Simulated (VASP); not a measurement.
```xyz
9
Lattice="2.4764 -4.2893 0.0000 2.4764 4.2893 0.0000 0.0000 0.0000 5.4444" Properties=species:S:1:pos:R:3 pbc="T T T"
Si     1.1637     2.0156     1.8148
Si     2.6254     0.0000     0.0000
Si     1.1637    -2.0156     3.6296
O      1.6835     0.6234     1.1680
O      3.5712     1.1463     4.7976
O      2.1745    -2.5196     2.4616
O      3.5712    -1.1463     0.6468
O      1.6835    -0.6234     4.2764
O      2.1745     2.5196     2.9828
```

The numbers are results of PBEsol GGA, VASP's PBE PAW potentials (set 64) (plane waves; VASP 6.6.1), not measurements. Run with 520 eV cut-off, 6×6×5 Γ-centred mesh, tetrahedra with Blöchl corrections, potentials Si O.

**Question.** The job: SiO2 (quartz), 9 atoms, PBEsol, static run, 520 eV, 6×6×5 Γ-centred mesh. Roughly how much core time does it take on a busy server core?

**Answer.** About 50 core-seconds (one run on a shared machine, a rough figure). It had 27 irreducible k-points, 29 bands, up to 3136 plane waves and 15 electronic steps.

The compound is SiO2 in the quartz structure. It was relaxed first.
